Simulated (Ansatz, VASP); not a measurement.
# Two plane-wave programs on CoW3

File INCAR:

```
SYSTEM = CoW3
PREC = Accurate
ENCUT = 520
EDIFF = 1E-6
ISMEAR = 0
SIGMA = 0.15
LREAL = .False.
LASPH = .True.
NELM = 60
ALGO = Normal
ISIF = 2
LWAVE = .False.
LCHARG = .True.
GGA = PS
LELF = .True.
LVHAR = .True.
NBANDS = 34
```

File KPOINTS:

```
Automatic mesh
0
Gamma
  10 10 10
  0 0 0
```

Contents of POSCAR:

```
CoW3
1.0
    3.8582450427      0.0000000000      0.0000000000
    0.0000000000      3.8582450427      0.0000000000
    0.0000000000      0.0000000000      3.8582450427
Co W
1 3
Direct
    0.0000000000      0.0000000000      0.0000000000
    0.0000000000      0.5000000000      0.5000000000
    0.5000000000      0.0000000000      0.5000000000
    0.5000000000      0.5000000000      0.0000000000
```

Input for Ansatz:

```yaml
crystal:
  lattice:
    - [3.8582450427, 0.0, 0.0]
    - [0.0, 3.8582450427, 0.0]
    - [0.0, 0.0, 3.8582450427]
  atoms:
    - { symbol: Co, position: [0.0, 0.0, 0.0] }
    - { symbol: W, position: [0.0, 0.5, 0.5] }
    - { symbol: W, position: [0.5, 0.0, 0.5] }
    - { symbol: W, position: [0.5, 0.5, 0.0] }
basis:
  ecutwfc: 420
kpoints:
  mp_grid: { grid: [10, 10, 10] }
hamiltonian:
  xc: pbesol
scf:
  occupations: { method: gaussian, width: 0.15 }
output:
  forces: true
  stress: true
  eigenvalues: true
```

The cell comes from a database or a generator and needn't be the stable form of this composition.

Alike in both runs: task single point; functional PBEsol; k mesh 10 × 10 × 10; occupations gaussian, width 0.15 eV; no spin polarisation.

|  | VASP | Ansatz |
| --- | --- | --- |
| version | VASP 6.6.1 | Ansatz 0.2.0 |
| potentials or method | VASP PAW PBE potentials, release 64 (Co, W_sv) | scalar-relativistic, plane waves, PAW |
| plane-wave cutoff (eV) | 520 | 420 |
| valence electrons in the cell | 51 | 59 |

Ansatz gave:

| Quantity | Value |
| --- | --- |
| gap on the k mesh at the Fermi level (eV) | none |
| pressure (GPa) | 0.1 |

Problem. What did VASP give for the same quantities?

Solution. gap on the k mesh at the Fermi level (eV): none; pressure (GPa): 0.8.

A gap of «none» marks a metal or a gap that the smearing closes. The two sets of potentials don't hold the same shells in valence.

Caveats: the PAW data sets were made with another functional, which shifts forces and pressure a little (VASP). Spin polarisation is off, so any magnetic state and its effect on volume and gap are missing. The runs have no spin-orbit coupling, so splittings on W are missing.
